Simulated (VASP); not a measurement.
A run of VASP 6.6.1:

File INCAR:

```
ALGO = Normal ; EDIFF = 1E-6
ENCUT = 520 ; ISIF = 2
ISMEAR = 0 ; LASPH = T
LCHARG = F ; LREAL = F
LWAVE = F ; NBANDS = 11
NELM = 100 ; PREC = Accurate
SIGMA = 0.05
```

File KPOINTS:

```
k-points
0
Gamma
  8 8 8
```

File POSCAR:

```
MgS
1.0
    0.0000000000      2.7906232461      2.7481264454
    2.7906232461      0.0000000000      2.7481264454
    2.7906232461      2.7906232461      0.0000000000
Mg S
1 1
Direct
    0.0000000000      0.0000000000      0.0000000000
    0.7500000000      0.7500000000      0.7500000000
```

Potentials or basis: VASP PAW LDA potentials, release 64 (Mg, S).

Launch:

```console
$ cat potpaw_LDA.64/Mg/POTCAR potpaw_LDA.64/S/POTCAR > POTCAR
$ mpirun -np 1 vasp_std > vasp.out
```

Hardware: 1 thread of Intel(R) Xeon(R) Platinum 8259CL CPU @ 2.50GHz (Skylake/Cascade Lake) (shared host).

Task: Estimate the wall time of this run.

Result: Wall time 34 s on 1 thread of Intel(R) Xeon(R) Platinum 8259CL CPU @ 2.50GHz (Skylake/Cascade Lake), with other jobs on the host, peak memory 0.16 GiB. Counts: scf iterations 12, k points 59.
